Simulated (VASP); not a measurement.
# RPA total energies of BN (Qingsongite), part 3 of 6

How do semilocal functionals compare with the RPA for BN (Qingsongite), and at what cost? The scan starts from a database cell scaled to its smallest volume. The cell is of the zinc-blende type. The start is a cell from a database of measured crystal structures.

VASP 6.6.1, plane waves and PAW; the level of theory is named at each step.

So far. Step 8 (Comparison: HSE06, volume ratio 0.94): Its energy is -10.1727 eV an atom, on a zero of its own. Step 9 (Orbitals, volume ratio 0.97): The run ends at a pressure of 13.16 GPa.

## Step 10: Exact exchange, volume ratio 0.97

This step: Hartree-Fock energy on PBE orbitals; plane waves and PAW (N_GW, B_GW) (VASP 6.6.1).

Exact exchange at this point.

INCAR reads:

```
SYSTEM = BN
PREC = Accurate
ENCUT = 470
ISMEAR = 0
SIGMA = 0.05
LREAL = .FALSE.
GGA = PE
NBANDS = 10
ALGO = Eigenval
NELM = 1
LHFCALC = .TRUE.
AEXX = 1
ALDAC = 0
AGGAC = 0
PRECFOCK = Normal
LWAVE = .FALSE.
LCHARG = .FALSE.
```

POSCAR reads:

```
BN
1.0
    0.0000000000      1.7892411759      1.7892411759
    1.7892411759      0.0000000000      1.7892411759
    1.7892411759      1.7892411759      0.0000000000
N B
1 1
Direct
    0.7500000000      0.7500000000      0.7500000000
    0.0000000000      0.0000000000      0.0000000000
```

KPOINTS reads:

```
Automatic mesh
0
Gamma
6 6 6
0 0 0
```

PAW data sets: N_GW and B_GW (PBE family, release 64).

The WAVECAR or CHGCAR of an earlier step is read.

On the command line:

```bash
$ mpirun -np 8 vasp_std
```

What it wrote:

```text
[banner, memory and clock lines left out]
running    8 mpi-ranks, on    1 nodes
[...]
[... a notice as in an earlier step ...]

 LDA part: xc-table for (Slater+PW92), standard interpolation
 [... a notice as in an earlier step ...]

 found WAVECAR, reading the header
  number of bands has changed, file:    10 present:    16
  trying to continue reading WAVECAR, but it might fail
 POSCAR, INCAR and KPOINTS ok, starting setup
[...]
reading WAVECAR
 random initialization beyond band           10
 the WAVECAR file was read successfully
 initial charge from wavefunction
 entering main loop
       N       E                     dE             d eps       ncg     rms          rms(c)
EIG:   1    -0.295442E+02   -0.29544E+02    0.00000E+00     0   0.000E+00
   1 F= -.29544195E+02 E0= -.29544195E+02  d E =-.177193E-45
```

Elapsed: 5.8 s, on 8 MPI ranks of AMD EPYC 9R45, shared host; peak memory 0.66 GiB; 42 s of CPU time.

From OUTCAR (step 10):

```text
 POSITION                                       TOTAL-FORCE (eV/Angst)
 -----------------------------------------------------------------------------------
      2.68386      2.68386      2.68386        -0.000000     -0.000000     -0.000000
      0.00000      0.00000      0.00000         0.000000      0.000000      0.000000
 -----------------------------------------------------------------------------------
    total drift:                               -0.000001     -0.000001     -0.000001

  FREE ENERGIE OF THE ION-ELECTRON SYSTEM (eV)
  ---------------------------------------------------
  free  energy   TOTEN  =       -29.5441954123 eV

  energy  without entropy=      -29.5441954123  energy(sigma->0) =      -29.54419541

[... 2 parts as in an earlier step ...]

[... 1 further part left out ...]
[key lines of the parts left out:]
E-fermi :   8.3371
```

The Hartree-Fock energy on these orbitals is -14.7721 eV an atom.

## Step 11: Empty bands, volume ratio 0.97

This step: PBE; plane waves and PAW (N_GW, B_GW) (VASP 6.6.1).

The empty bands are made again, for the run that follows.

INCAR reads:

```
SYSTEM = BN
PREC = Accurate
ENCUT = 470
ISMEAR = 0
SIGMA = 0.05
LREAL = .FALSE.
GGA = PE
NBANDS = 280
ALGO = Exact
NELM = 1
LWAVE = .TRUE.
LCHARG = .FALSE.
LOPTICS = .TRUE.
NEDOS = 1000
CSHIFT = 0.1
```

POSCAR is that of step 10.

KPOINTS is that of step 10.

On the command line:

```bash
$ mpirun -np 8 vasp_std
```

What it wrote:

```text
[banner, memory and clock lines left out]
running    8 mpi-ranks, on    1 nodes
[...]
[... a notice as in an earlier step ...]

 LDA part: xc-table for (Slater+PW92), standard interpolation
 found WAVECAR, reading the header
  number of bands has changed, file:    10 present:   280
  trying to continue reading WAVECAR, but it might fail
 POSCAR, INCAR and KPOINTS ok, starting setup
[...]
reading WAVECAR
 random initialization beyond band           10
 the WAVECAR file was read successfully
 initial charge from wavefunction
 entering main loop
       N       E                     dE             d eps       ncg     rms          rms(c)
DIA:   1    -0.174307E+02   -0.17431E+02    0.00000E+00     0   0.000E+00
   1 F= -.17430670E+02 E0= -.17430670E+02  d E =-.564714E-76
 writing wavefunctions
 optical routines
 imaginary and real dielectric function
 recalculating local potential from charge density
 direction            1
 direction            2
 direction            3
```

It took 1.6 s on 8 MPI ranks; peak memory 0.7 GiB.

Parts of OUTCAR (step 11):

```text
  Total        0.9412550      0.9412550      0.9412550     -0.0000000      0.0000000     -0.0000000
  in kB      131.6379818    131.6379818    131.6379818     -0.0000000      0.0000000     -0.0000000
  external PRESSURE =     131.6379818 kB  Pullay stress =       0.0000000 kB

  FREE ENERGIE OF THE ION-ELECTRON SYSTEM (eV)
  ---------------------------------------------------
  free  energy   TOTEN  =       -17.4306703454 eV

  energy  without entropy=      -17.4306703454  energy(sigma->0) =      -17.43067035

[... 2 parts as in an earlier step ...]

[... 2 further parts left out ...]
[key lines of the parts left out:]
E-fermi :   8.4909
```

WAVECAR now holds 280 bands for 8 electrons.

## Step 12: RPA correlation, volume ratio 0.97

This step: RPA correlation on PBE orbitals; plane waves and PAW (N_GW, B_GW) (VASP 6.6.1).

RPA correlation at this point.

INCAR reads:

```
SYSTEM = BN
PREC = Accurate
ENCUT = 470
ISMEAR = 0
SIGMA = 0.05
LREAL = .FALSE.
GGA = PE
NBANDS = 280
ALGO = ACFDT
ENCUTGW = 200
NOMEGA = 12
PRECFOCK = Fast
LWAVE = .FALSE.
LCHARG = .FALSE.
```

POSCAR is that of step 11.

KPOINTS is that of step 11.

On the command line:

```bash
$ mpirun -np 8 vasp_std
```

What it wrote:

```text
[banner, memory and clock lines left out]
running    8 mpi-ranks, on    1 nodes
[...]
[... a notice as in an earlier step ...]

 LDA part: xc-table for (Slater+PW92), standard interpolation
 found WAVECAR, reading the header
 POSCAR, INCAR and KPOINTS ok, starting setup
[...]
reading WAVECAR
 the WAVECAR file was read successfully
 initial charge from wavefunction
 available memory per node:     31.37 GB, setting MAXMEM to     32118

 The Fermi energy was updated, please check that it is located mid-gap
 values below the HOMO (VB) or above the LUMO (CB) will cause erroneous energies
 E-fermi :  10.0904

 the WAVEDER file was read successfully
 set NWRITE>2 for more details about minimax calculation
 number of imaginary grid points requested:      12
 number of distinct grids requested:  1
 quadrature errors minimized for energies in [ 0.449E+01, 0.474E+03 ]
 bosonic grid (T=0, re) determined with error: 0.2302E-08
 bosonic grid (re): 0.2302E-08
[...]
NQ=  10    0.3333    0.3333    0.0000,
|.........|.........|.........|.........
 performed      27610000 updates of chi_q(r,r)
 total number of BLAS operations       1140.97 Gflops
NQ=  11    0.5000    0.3333    0.0000,
|.........|.........|.........|.........
 performed      30371000 updates of chi_q(r,r)
 total number of BLAS operations       1268.56 Gflops
NQ=  12   -0.3333    0.3333    0.0000,
|.........|.........|.........|.........
 performed      33132000 updates of chi_q(r,r)
 total number of BLAS operations       1386.28 Gflops
NQ=  13    0.5000    0.5000    0.0000,
|.........|.........|.........|.........
 performed      35893000 updates of chi_q(r,r)
 total number of BLAS operations       1527.65 Gflops
NQ=  14    0.5000    0.3333    0.1667,
|.........|.........|.........|.........
 performed      38654000 updates of chi_q(r,r)
 total number of BLAS operations       1655.23 Gflops
NQ=  15   -0.3333    0.3333    0.1667,
|.........|.........|.........|.........
 performed      41415000 updates of chi_q(r,r)
 total number of BLAS operations       1782.82 Gflops
NQ=  16   -0.3333    0.5000    0.1667,
|.........|.........|.........|.........
 performed      44176000 updates of chi_q(r,r)
 total number of BLAS operations       1897.33 Gflops
 entering main loop
```

The job ended after 21 s (8 MPI ranks; peak memory 1.2 GiB).

From OUTCAR (step 12):

```text
      cutoff energy     smooth cutoff   RPA   correlation   Hartree contr. to MP2
---------------------------------------------------------------------------------
            200.000           160.000      -11.9625906691      -18.2957696246
            190.476           152.381      -11.8517379345      -18.1654501800
            181.406           145.125      -11.7345313645      -18.0261264516
            172.768           138.214      -11.6094791985      -17.8759524174
            164.541           131.632      -11.4794455377      -17.7179679696
            156.705           125.364      -11.3420987281      -17.5489614598
            149.243           119.394      -11.1966957697      -17.3675617462
            142.136           113.709      -11.0464257674      -17.1764435691
  linear regression

[... 2 parts as in an earlier step ...]

[... 2 further parts left out ...]
[key lines of the parts left out:]
E-fermi :  10.0904
```

The correlation energy is -6.6620 eV an atom, -15 meV against the point before. With exact exchange the total is -21.4341 eV an atom.

## Step 13: Comparison: r2SCAN, volume ratio 0.97

This step: r2SCAN; plane waves and PAW (N_GW, B_GW) (VASP 6.6.1).

The comparison at this point.

INCAR reads:

```
SYSTEM = BN
PREC = Accurate
ENCUT = 470
EDIFF = 1E-06
NELM = 100
ISMEAR = 0
SIGMA = 0.05
LREAL = .FALSE.
ALGO = Normal
METAGGA = R2SCAN
LASPH = .TRUE.
NBANDS = 10
LWAVE = .FALSE.
LCHARG = .FALSE.
KPAR = 8
```

POSCAR is that of step 12.

KPOINTS is that of step 12.

On the command line:

```bash
$ mpirun -np 8 vasp_std
```

What it wrote:

```text
[banner, memory and clock lines left out]
running    8 mpi-ranks, on    1 nodes
[...]
[... a notice as in an earlier step ...]

 [... a notice as in an earlier step ...]

 LDA part: xc-table for (None), standard interpolation
 POSCAR, INCAR and KPOINTS ok, starting setup
[...]
entering main loop
       N       E                     dE             d eps       ncg     rms          rms(c)
DAV:   1     0.229511E+02    0.22951E+02   -0.50330E+03   320   0.843E+02
DAV:   2    -0.217646E+02   -0.44716E+02   -0.41545E+02   346   0.243E+02
DAV:   3    -0.229631E+02   -0.11984E+01   -0.11948E+01   406   0.353E+01
DAV:   4    -0.229687E+02   -0.56210E-02   -0.56204E-02   382   0.247E+00
[...]
DAV:  10    -0.191389E+02    0.19778E-04   -0.81245E-04   442   0.305E-01    0.638E-03
DAV:  11    -0.191389E+02   -0.13415E-05   -0.10498E-05   378   0.341E-02    0.288E-03
DAV:  12    -0.191389E+02   -0.17559E-06   -0.27927E-07   224   0.564E-03
   1 F= -.19138945E+02 E0= -.19138945E+02  d E =-.825440E-21
```

Wall time 2.6 s (8 MPI ranks); peak memory 0.73 GiB; 17 s of CPU time.

Parts of OUTCAR (step 13):

```text
  Total        0.6193235      0.6193235      0.6193235      0.0000000      0.0000000     -0.0000000
  in kB       86.6146788     86.6146788     86.6146788      0.0000000      0.0000000     -0.0000000
  external PRESSURE =      86.6146788 kB  Pullay stress =       0.0000000 kB

 POSITION                                       TOTAL-FORCE (eV/Angst)
 -----------------------------------------------------------------------------------
      2.68386      2.68386      2.68386         0.000000      0.000000      0.000000
      0.00000      0.00000      0.00000        -0.000000     -0.000000     -0.000000
 -----------------------------------------------------------------------------------
    total drift:                               -0.000001     -0.000001     -0.000000

  FREE ENERGIE OF THE ION-ELECTRON SYSTEM (eV)
  ---------------------------------------------------
  free  energy   TOTEN  =       -19.1389453164 eV

  energy  without entropy=      -19.1389453164  energy(sigma->0) =      -19.13894532

[... 2 parts as in an earlier step ...]

[... 1 further part left out ...]
[key lines of the parts left out:]
E-fermi :   7.9995
```

Its energy is -9.5695 eV an atom, on a zero of its own.

## Step 14: Orbitals for comparison: HSE06, volume ratio 0.97

This step: PBE; plane waves and PAW (N_GW, B_GW) (VASP 6.6.1).

Starting orbitals, as before.

INCAR reads:

```
SYSTEM = BN
PREC = Accurate
ENCUT = 470
EDIFF = 1E-05
NELM = 100
ISMEAR = 0
SIGMA = 0.05
LREAL = .FALSE.
ALGO = Normal
GGA = PE
NBANDS = 10
LORBIT = 11
LWAVE = .TRUE.
LCHARG = .FALSE.
KPAR = 8
```

POSCAR is that of step 13.

KPOINTS is that of step 13.

On the command line:

```bash
$ mpirun -np 8 vasp_std
```

What it wrote:

```text
[... set-up lines as in an earlier step ...]
 entering main loop
       N       E                     dE             d eps       ncg     rms          rms(c)
[... 9 cycles as in an earlier step ...]
DAV:  10    -0.174307E+02   -0.15306E-05   -0.67525E-05   394   0.925E-02
   1 F= -.17430666E+02 E0= -.17430666E+02  d E =-.222934E-14
 writing wavefunctions
```

The job ended after 1 s (8 MPI ranks; peak memory 0.72 GiB; 3.2 s of CPU time).

From OUTCAR (step 14):

```text
  Total        0.9397575      0.9397575      0.9397575      0.0000000     -0.0000000      0.0000000
  in kB      131.4285487    131.4285487    131.4285487      0.0000000     -0.0000000      0.0000000
  external PRESSURE =     131.4285487 kB  Pullay stress =       0.0000000 kB

 POSITION                                       TOTAL-FORCE (eV/Angst)
 -----------------------------------------------------------------------------------
      2.68386      2.68386      2.68386        -0.000000     -0.000000     -0.000000
      0.00000      0.00000      0.00000         0.000000      0.000000      0.000000
 -----------------------------------------------------------------------------------
    total drift:                               -0.000000     -0.000000     -0.000000

  FREE ENERGIE OF THE ION-ELECTRON SYSTEM (eV)
  ---------------------------------------------------
  free  energy   TOTEN  =       -17.4306662951 eV

  energy  without entropy=      -17.4306662951  energy(sigma->0) =      -17.43066630

[... 2 parts as in an earlier step ...]

[... 1 further part left out ...]
[key lines of the parts left out:]
E-fermi :   8.0976
```

The run ends at a pressure of 13.14 GPa.

## Step 15: Comparison: HSE06, volume ratio 0.97

This step: HSE06; plane waves and PAW (N_GW, B_GW) (VASP 6.6.1).

The comparison at this point.

INCAR reads:

```
SYSTEM = BN
PREC = Accurate
ENCUT = 470
EDIFF = 1E-06
NELM = 100
ISMEAR = 0
SIGMA = 0.05
LREAL = .FALSE.
ALGO = Normal
LHFCALC = .TRUE.
AEXX = 0.25
GGA = PE
HFSCREEN = 0.2
LASPH = .TRUE.
NBANDS = 10
PRECFOCK = Fast
LWAVE = .FALSE.
LCHARG = .FALSE.
KPAR = 8
```

POSCAR is that of step 14.

KPOINTS is that of step 14.

The run starts from files that an earlier step left in the folder.

On the command line:

```bash
$ mpirun -np 8 vasp_std
```

What it wrote:

```text
[... set-up lines as in an earlier step ...]
 entering main loop
       N       E                     dE             d eps       ncg     rms          rms(c)
DAV:   1    -0.203746E+02   -0.20375E+02   -0.29721E-01   450   0.710E+00    0.362E-01
DAV:   2    -0.203751E+02   -0.52862E-03   -0.13204E-03   386   0.365E-01    0.233E-01
DAV:   3    -0.203745E+02    0.62901E-03   -0.39665E-04   426   0.200E-01    0.136E-01
DAV:   4    -0.203743E+02    0.16787E-03   -0.13198E-04   482   0.127E-01    0.789E-02
DAV:   5    -0.203742E+02    0.47708E-04   -0.31002E-05   476   0.740E-02    0.449E-02
DAV:   6    -0.203742E+02    0.13933E-04   -0.84070E-06   458   0.416E-02    0.254E-02
DAV:   7    -0.203742E+02    0.39545E-05   -0.21220E-06   348   0.214E-02    0.145E-02
DAV:   8    -0.203742E+02    0.11723E-05   -0.54780E-07   200   0.111E-02    0.841E-03
DAV:   9    -0.203742E+02    0.28403E-06   -0.22564E-07   188   0.622E-03
   1 F= -.20374226E+02 E0= -.20374226E+02  d E =-.566286E-11
```

Run time: 10 s. Hardware: 8 MPI ranks; peak memory 1.5 GiB.

OUTCAR, selected parts (step 15):

```text
 POSITION                                       TOTAL-FORCE (eV/Angst)
 -----------------------------------------------------------------------------------
      2.68386      2.68386      2.68386         0.000000      0.000000      0.000000
      0.00000      0.00000      0.00000        -0.000000     -0.000000     -0.000000
 -----------------------------------------------------------------------------------
    total drift:                               -0.000000      0.000001     -0.000001

  FREE ENERGIE OF THE ION-ELECTRON SYSTEM (eV)
  ---------------------------------------------------
  free  energy   TOTEN  =       -20.3742256057 eV

  energy  without entropy=      -20.3742256057  energy(sigma->0) =      -20.37422561

[... 2 parts as in an earlier step ...]

[... 1 further part left out ...]
[key lines of the parts left out:]
E-fermi :   7.1702
```

Its energy is -10.1871 eV an atom, on a zero of its own.

## Step 16: Orbitals, volume ratio 1

This step: PBE; plane waves and PAW (N_GW, B_GW) (VASP 6.6.1).

The same chain follows at a volume ratio of 1.

INCAR reads:

```
SYSTEM = BN
PREC = Accurate
ENCUT = 470
EDIFF = 1E-08
NELM = 100
ISMEAR = 0
SIGMA = 0.05
LREAL = .FALSE.
ALGO = Normal
GGA = PE
NBANDS = 10
LORBIT = 11
LWAVE = .TRUE.
LCHARG = .FALSE.
KPAR = 8
```

POSCAR reads:

```
BN
1.0
    0.0000000000      1.8075000000      1.8075000000
    1.8075000000      0.0000000000      1.8075000000
    1.8075000000      1.8075000000      0.0000000000
N B
1 1
Direct
    0.7500000000      0.7500000000      0.7500000000
    0.0000000000      0.0000000000      0.0000000000
```

KPOINTS is that of step 15.

On the command line:

```bash
$ mpirun -np 8 vasp_std
```

What it wrote:

```text
[... set-up lines as in an earlier step ...]
 entering main loop
       N       E                     dE             d eps       ncg     rms          rms(c)
DAV:   1     0.323505E+02    0.32350E+02   -0.49936E+03   320   0.827E+02
DAV:   2    -0.170651E+02   -0.49416E+02   -0.45438E+02   354   0.240E+02
DAV:   3    -0.183831E+02   -0.13180E+01   -0.13125E+01   410   0.368E+01
DAV:   4    -0.183890E+02   -0.58390E-02   -0.58381E-02   382   0.252E+00
[...]
DAV:  13    -0.174512E+02   -0.54487E-07   -0.27400E-08   354   0.166E-03    0.714E-05
DAV:  14    -0.174512E+02   -0.13679E-07   -0.88134E-10   218   0.309E-04    0.257E-05
DAV:  15    -0.174512E+02    0.86061E-09   -0.68044E-11   204   0.134E-04
   1 F= -.17451184E+02 E0= -.17451184E+02  d E =-.403852E-16
 writing wavefunctions
```

Wall time 1.2 s (8 MPI ranks); peak memory 0.72 GiB.

Parts of OUTCAR (step 16):

```text
  Total        0.0676355      0.0676355      0.0676355      0.0000000      0.0000000     -0.0000000
  in kB        9.1753084      9.1753084      9.1753084      0.0000000      0.0000000     -0.0000000
  external PRESSURE =       9.1753084 kB  Pullay stress =       0.0000000 kB

 POSITION                                       TOTAL-FORCE (eV/Angst)
 -----------------------------------------------------------------------------------
      2.71125      2.71125      2.71125        -0.000000      0.000000     -0.000000
      0.00000      0.00000      0.00000         0.000000     -0.000000      0.000000
 -----------------------------------------------------------------------------------
    total drift:                               -0.000001     -0.000001     -0.000001

  FREE ENERGIE OF THE ION-ELECTRON SYSTEM (eV)
  ---------------------------------------------------
  free  energy   TOTEN  =       -17.4511840318 eV

  energy  without entropy=      -17.4511840318  energy(sigma->0) =      -17.45118403

[... 1 part as in an earlier step ...]

[... 2 further parts left out ...]
[key lines of the parts left out:]
E-fermi :   7.7362
```

The run ends at a pressure of 0.92 GPa.

## Step 17: Exact exchange, volume ratio 1

This step: Hartree-Fock energy on PBE orbitals; plane waves and PAW (N_GW, B_GW) (VASP 6.6.1).

Exact exchange at this point.

INCAR reads:

```
SYSTEM = BN
PREC = Accurate
ENCUT = 470
ISMEAR = 0
SIGMA = 0.05
LREAL = .FALSE.
GGA = PE
NBANDS = 10
ALGO = Eigenval
NELM = 1
LHFCALC = .TRUE.
AEXX = 1
ALDAC = 0
AGGAC = 0
PRECFOCK = Normal
LWAVE = .FALSE.
LCHARG = .FALSE.
```

POSCAR is that of step 16.

KPOINTS is that of step 16.

The run starts from files that an earlier step left in the folder.

On the command line:

```bash
$ mpirun -np 8 vasp_std
```

What it wrote:

```text
[... set-up lines as in an earlier step ...]
 entering main loop
       N       E                     dE             d eps       ncg     rms          rms(c)
EIG:   1    -0.295371E+02   -0.29537E+02    0.00000E+00     0   0.000E+00
   1 F= -.29537149E+02 E0= -.29537149E+02  d E =-.214862E-50
```

It took 5.6 s on 8 MPI ranks; peak memory 0.66 GiB.

OUTCAR, selected parts (step 17):

```text
 POSITION                                       TOTAL-FORCE (eV/Angst)
 -----------------------------------------------------------------------------------
      2.71125      2.71125      2.71125        -0.000000     -0.000000     -0.000000
      0.00000      0.00000      0.00000         0.000000      0.000000      0.000000
 -----------------------------------------------------------------------------------
    total drift:                               -0.000001     -0.000001     -0.000001

  FREE ENERGIE OF THE ION-ELECTRON SYSTEM (eV)
  ---------------------------------------------------
  free  energy   TOTEN  =       -29.5371486253 eV

  energy  without entropy=      -29.5371486253  energy(sigma->0) =      -29.53714863

[... 2 parts as in an earlier step ...]

[... 1 further part left out ...]
[key lines of the parts left out:]
E-fermi :   7.9844
```

The Hartree-Fock energy on these orbitals is -14.7686 eV an atom.

(Part 3 of 6 ends here.)

[Long decimals in the printed logs are rounded to 6 places.]

[Lines on the potential files, build, host, timing and source positions are cut from VASP's logs without a mark.]

[Logs are printed without paths, hosts, clocks, repeated set-up lines and the standing remarks that a program may print on its own settings, such as how far it seeks lower states.]

[Hosts, paths, dates, database ids (printed as entryN), source tags and the programs' standing remarks are cut or masked in the printed files.]

[Measured values are set beside computed ones only where the two were judged alike; some that the calculation misses by far are left out.]

[Pressures printed for these runs are not shown converged in the cutoff: they can be off by several GPa and have the wrong sign.]
